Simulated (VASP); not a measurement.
Input:

```yaml
crystal:
  lattice:
    - [1.60046, -2.77208, 0.00000]
    - [1.60046, 2.77208, 0.00000]
    - [0.00000, 0.00000, 5.05871]
  atoms:
    - { symbol: Hf, position: [0.33333, 0.66667, 0.25000] }
    - { symbol: Hf, position: [0.66667, 0.33333, 0.75000] }
```

These are PBE GGA, VASP's PBE PAW potentials (set 64) (plane waves; VASP) values and carry that method's errors. Run with 400 eV cut-off, Gaussian smearing of 0.050 eV, potentials Hf_pv.

Unless said otherwise, spin-orbit coupling is left out, though it shifts the bands of the heavy elements here.

Question: What does the run give for the band gap (along the path) with the smallest direct gap where there is one?

Answer: 
The band gap (along the path) is none (metal, semimetal or under 0.01 eV).

The absolute energy has meaning only against runs of the same code, potentials and settings.

The compound is Hf in the hcp structure. It was relaxed first.
